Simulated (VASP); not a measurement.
OSZICAR of a VASP run on GePt (relaxed from the MnP structure, space group Pnma):

OSZICAR:
```
...
DAV:  11    -0.265270601715E+03   -0.76710E-05   -0.30849E-06  4478   0.113E-02    0.624E-04
DAV:  12    -0.265270602232E+03   -0.51636E-06   -0.19125E-07  2780   0.339E-03
   2 F= -.26527060E+03 E0= -.26527086E+03  d E =0.117549E-01
       N       E                     dE             d eps       ncg     rms          rms(c)
DAV:   1    -0.265618925049E+03   -0.34832E+00   -0.55459E+00  6655   0.215E+01    0.367E+00
DAV:   2    -0.265349842846E+03    0.26908E+00   -0.63021E-01  5586   0.598E+00    0.152E+00
DAV:   3    -0.265306635548E+03    0.43207E-01   -0.48576E-02  7043   0.255E+00    0.752E-01
DAV:   4    -0.265290682013E+03    0.15954E-01   -0.27492E-02  6833   0.129E+00    0.208E-01
DAV:   5    -0.265288546752E+03    0.21353E-02   -0.13618E-02  6144   0.907E-01    0.106E-01
DAV:   6    -0.265293615648E+03   -0.50689E-02   -0.26058E-03  5150   0.274E-01    0.352E-02
DAV:   7    -0.265293545418E+03    0.70230E-04   -0.37184E-04  5366   0.113E-01    0.236E-02
DAV:   8    -0.265293694035E+03   -0.14862E-03   -0.13048E-04  5338   0.629E-02    0.876E-03
DAV:   9    -0.265293690303E+03    0.37317E-05   -0.19172E-05  4778   0.230E-02    0.211E-03
DAV:  10    -0.265293695291E+03   -0.49879E-05   -0.67087E-06  4690   0.150E-02    0.155E-03
DAV:  11    -0.265293697265E+03   -0.19735E-05   -0.11936E-06  3303   0.726E-03    0.339E-04
DAV:  12    -0.265293697585E+03   -0.32051E-06   -0.82764E-08  2664   0.211E-03
   3 F= -.26529370E+03 E0= -.26529397E+03  d E =-.113404E-01
       N       E                     dE             d eps       ncg     rms          rms(c)
DAV:   1    -0.265297529320E+03   -0.38321E-02   -0.11143E+00  5154   0.397E+00    0.410E-01
DAV:   2    -0.265298427904E+03   -0.89858E-03   -0.28445E-02  7324   0.135E+00    0.247E-01
DAV:   3    -0.265297167063E+03    0.12608E-02   -0.21189E-03  7102   0.371E-01    0.955E-02
DAV:   4    -0.265297314474E+03   -0.14741E-03   -0.14733E-03  6128   0.252E-01    0.237E-02
DAV:   5    -0.265297392382E+03   -0.77908E-04   -0.79317E-04  5175   0.163E-01    0.159E-02
DAV:   6    -0.265297590858E+03   -0.19848E-03   -0.13851E-04  5348   0.526E-02    0.770E-03
DAV:   7    -0.265297593852E+03   -0.29948E-05   -0.92486E-06  5061   0.164E-02    0.289E-03
DAV:   8    -0.265297594456E+03   -0.60390E-06   -0.34333E-06  4648   0.104E-02
   4 F= -.26529759E+03 E0= -.26529781E+03  d E =-.389687E-02
       N       E                     dE             d eps       ncg     rms          rms(c)
DAV:   1    -0.265299198716E+03   -0.16049E-02   -0.11268E+00  5154   0.400E+00    0.413E-01
DAV:   2    -0.265300102783E+03   -0.90407E-03   -0.28746E-02  7333   0.135E+00    0.248E-01
DAV:   3    -0.265298825379E+03    0.12774E-02   -0.21508E-03  7092   0.374E-01    0.959E-02
DAV:   4    -0.265298975405E+03   -0.15003E-03   -0.14874E-03  6089   0.253E-01    0.239E-02
DAV:   5    -0.265299050467E+03   -0.75061E-04   -0.80347E-04  5160   0.164E-01    0.160E-02
DAV:   6    -0.265299254298E+03   -0.20383E-03   -0.14159E-04  5374   0.533E-02    0.776E-03
DAV:   7    -0.265299257260E+03   -0.29620E-05   -0.94023E-06  5028   0.165E-02    0.292E-03
DAV:   8    -0.265299257878E+03   -0.61816E-06   -0.35864E-06  4641   0.107E-02
   5 F= -.26529926E+03 E0= -.26529942E+03  d E =-.556029E-02
       N       E                     dE             d eps       ncg     rms          rms(c)
DAV:   1    -0.265299305096E+03   -0.47837E-04   -0.44179E-02  5157   0.791E-01    0.816E-02
DAV:   2    -0.265299340042E+03   -0.34946E-04   -0.11236E-03  7497   0.278E-01    0.491E-02
DAV:   3    -0.265299291100E+03    0.48942E-04   -0.82355E-05  6616   0.770E-02    0.190E-02
DAV:   4    -0.265299297652E+03   -0.65526E-05   -0.58539E-05  5995   0.503E-02    0.476E-03
DAV:   5    -0.265299300995E+03   -0.33430E-05   -0.31079E-05  5161   0.331E-02    0.320E-03
DAV:   6    -0.265299308942E+03   -0.79468E-05   -0.54929E-06  4658   0.107E-02    0.155E-03
DAV:   7    -0.265299309098E+03   -0.15605E-06   -0.35854E-07  2923   0.345E-03
   6 F= -.26529931E+03 E0= -.26529946E+03  d E =-.561151E-02
       N       E                     dE             d eps       ncg     rms          rms(c)
DAV:   1    -0.265301299965E+03   -0.19910E-02   -0.61688E-01  6233   0.364E+00    0.353E-01
DAV:   2    -0.265301000774E+03    0.29919E-03   -0.18668E-02  6544   0.100E+00    0.181E-01
DAV:   3    -0.265300550969E+03    0.44980E-03   -0.12418E-03  6246   0.285E-01    0.899E-02
DAV:   4    -0.265300370828E+03    0.18014E-03   -0.55439E-04  6351   0.157E-01    0.217E-02
DAV:   5    -0.265300449957E+03   -0.79129E-04   -0.21083E-04  5297   0.113E-01    0.128E-02
DAV:   6    -0.265300451092E+03   -0.11349E-05   -0.43892E-05  5155   0.363E-02    0.581E-03
DAV:   7    -0.265300471578E+03   -0.20485E-04   -0.23971E-05  4635   0.262E-02    0.183E-03
DAV:   8    -0.265300476270E+03   -0.46920E-05   -0.41104E-06  4536   0.126E-02    0.111E-03
DAV:   9    -0.265300477693E+03   -0.14228E-05   -0.37541E-07  2814   0.369E-03    0.324E-04
DAV:  10    -0.265300477898E+03   -0.20531E-06   -0.57291E-08  2604   0.184E-03
   7 F= -.26530048E+03 E0= -.26530067E+03  d E =-.116880E-02
       N       E                     dE             d eps       ncg     rms          rms(c)
DAV:   1    -0.265301153463E+03   -0.67577E-03   -0.31897E-01  6217   0.261E+00    0.254E-01
DAV:   2    -0.265300991463E+03    0.16200E-03   -0.96826E-03  6553   0.721E-01    0.130E-01
DAV:   3    -0.265300759561E+03    0.23190E-03   -0.64791E-04  6285   0.206E-01    0.646E-02
DAV:   4    -0.265300664943E+03    0.94618E-04   -0.28535E-04  6439   0.113E-01    0.156E-02
DAV:   5    -0.265300707335E+03   -0.42392E-04   -0.10808E-04  5291   0.801E-02    0.916E-03
DAV:   6    -0.265300708820E+03   -0.14844E-05   -0.22848E-05  4562   0.263E-02    0.413E-03
DAV:   7    -0.265300720685E+03   -0.11866E-04   -0.12321E-05  4477   0.182E-02    0.131E-03
DAV:   8    -0.265300723214E+03   -0.25285E-05   -0.18957E-06  3877   0.848E-03    0.768E-04
DAV:   9    -0.265300724046E+03   -0.83214E-06   -0.19456E-07  2688   0.292E-03
   8 F= -.26530072E+03 E0= -.26530094E+03  d E =-.141495E-02
       N       E                     dE             d eps       ncg     rms          rms(c)
DAV:   1    -0.265307875981E+03   -0.71528E-02   -0.77593E-01  6625   0.495E+00    0.630E-01
DAV:   2    -0.265302262201E+03    0.56138E-02   -0.32523E-02  5691   0.124E+00    0.286E-01
DAV:   3    -0.265301272748E+03    0.98945E-03   -0.28900E-03  6662   0.428E-01    0.140E-01
DAV:   4    -0.265300777585E+03    0.49516E-03   -0.11220E-03  6077   0.224E-01    0.405E-02
DAV:   5    -0.265300851533E+03   -0.73948E-04   -0.37162E-04  5464   0.152E-01    0.208E-02
DAV:   6    -0.265300865674E+03   -0.14141E-04   -0.69950E-05  5259   0.451E-02    0.876E-03
DAV:   7    -0.265300870123E+03   -0.44494E-05   -0.23495E-05  4826   0.282E-02    0.317E-03
DAV:   8    -0.265300873097E+03   -0.29744E-05   -0.38322E-06  4566   0.111E-02    0.127E-03
DAV:   9    -0.265300871969E+03    0.11288E-05   -0.47800E-07  2820   0.419E-03    0.389E-04
DAV:  10    -0.265300872179E+03   -0.21016E-06   -0.13837E-07  2593   0.245E-03
   9 F= -.26530087E+03 E0= -.26530108E+03  d E =-.148133E-03
       N       E                     dE             d eps       ncg     rms          rms(c)
DAV:   1    -0.265302434860E+03   -0.15629E-02   -0.14147E-01  6656   0.214E+00    0.267E-01
DAV:   2    -0.265301365424E+03    0.10694E-02   -0.57974E-03  5682   0.529E-01    0.123E-01
DAV:   3    -0.265301173530E+03    0.19189E-03   -0.51499E-04  6695   0.182E-01    0.600E-02
DAV:   4    -0.265301074532E+03    0.98998E-04   -0.20334E-04  6133   0.958E-02    0.171E-02
DAV:   5    -0.265301096220E+03   -0.21688E-04   -0.66977E-05  5456   0.649E-02    0.889E-03
DAV:   6    -0.265301105483E+03   -0.92631E-05   -0.12576E-05  4513   0.193E-02    0.366E-03
DAV:   7    -0.265301111946E+03   -0.64631E-05   -0.42510E-06  4467   0.115E-02    0.138E-03
DAV:   8    -0.265301113962E+03   -0.20160E-05   -0.64954E-07  2701   0.467E-03    0.513E-04
DAV:   9    -0.265301114470E+03   -0.50775E-06   -0.85688E-08  2598   0.172E-03
  10 F= -.26530111E+03 E0= -.26530133E+03  d E =-.390424E-03
       N       E                     dE             d eps       ncg     rms          rms(c)
DAV:   1    -0.265301133431E+03   -0.19469E-04   -0.17625E-03  6644   0.238E-01    0.298E-02
DAV:   2    -0.265301116331E+03    0.17100E-04   -0.72824E-05  5701   0.591E-02    0.137E-02
DAV:   3    -0.265301113172E+03    0.31592E-05   -0.63303E-06  5319   0.203E-02    0.663E-03
DAV:   4    -0.265301111298E+03    0.18742E-05   -0.25129E-06  3706   0.109E-02    0.196E-03
DAV:   5    -0.265301112063E+03   -0.76445E-06   -0.83660E-07  2594   0.806E-03
  11 F= -.26530111E+03 E0= -.26530133E+03  d E =-.388017E-03
       N       E                     dE             d eps       ncg     rms          rms(c)
DAV:   1    -0.265301474444E+03   -0.36315E-03   -0.14947E-01  6440   0.184E+00    0.179E-01
DAV:   2    -0.265301322469E+03    0.15198E-03   -0.49044E-03  6233   0.438E-01    0.836E-02
DAV:   3    -0.265301261028E+03    0.61441E-04   -0.36477E-04  6280   0.134E-01    0.432E-02
DAV:   4    -0.265301203996E+03    0.57032E-04   -0.15409E-04  5828   0.795E-02    0.121E-02
DAV:   5    -0.265301234822E+03   -0.30826E-04   -0.49548E-05  5319   0.475E-02    0.708E-03
DAV:   6    -0.265301238785E+03   -0.39629E-05   -0.37743E-06  4863   0.130E-02    0.330E-03
DAV:   7    -0.265301241730E+03   -0.29452E-05   -0.18438E-06  3685   0.891E-03    0.106E-03
DAV:   8    -0.265301243080E+03   -0.13503E-05   -0.76097E-07  2686   0.608E-03    0.497E-04
DAV:   9    -0.265301243703E+03   -0.62263E-06   -0.12748E-07  2583   0.247E-03
  12 F= -.26530124E+03 E0= -.26530144E+03  d E =-.131640E-03
```

Problem. Which electronic solver shows in the log?

Solution. It is blocked Davidson (ALGO = Normal, or the opening steps of other solvers). The INCAR had ALGO = Normal.

Problem. Can the final energy be trusted as converged?

Solution. The calculation finished and met its thresholds. It stopped with EDIFF = 1E-6, NELM = 100, NSW = 60 and EDIFFG = -0.02 after 12 ionic steps (r2SCAN meta-GGA, plane waves, VASP's PBE PAW potentials (set 64)).

The structure was generated: GePt was put into the MnP type (Pnma), which need not be its known phase. This run relaxes it. Symmetry was kept, so distortions that lower it aren't found. The start is the result of an earlier pass.
